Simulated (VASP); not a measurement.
Here is the system:

```
CELL_PARAMETERS angstrom
      1.47210    -2.54976     0.00000
      1.47210     2.54976     0.00000
      0.00000     0.00000     4.96779
ATOMIC_POSITIONS crystal
  Cd 0.33333 0.66667 0.25000
  Cd 0.66667 0.33333 0.75000
```

Method: PBE GGA, VASP's PBE PAW potentials (set 64) (plane waves; VASP). Run with 480 eV cut-off, 14×14×6 Γ-centred mesh, first-order Methfessel-Paxton smearing of 0.10 eV, potentials Cd.

Q: Predict the energy per atom (σ→0), pressure, band gap (on the k-mesh) with the smallest direct gap where there is one.

A: 
```yaml
band gap (on the k-mesh): none (metal, semimetal or under 0.01 eV)
energy per atom (σ→0): -56.6 kJ/mol-atom
pressure: 15.01 GPa
```

The absolute energy has meaning only against runs of the same code, potentials and settings.

The compound is Cd in the hcp structure. It was relaxed first under an external pressure of 15 GPa.
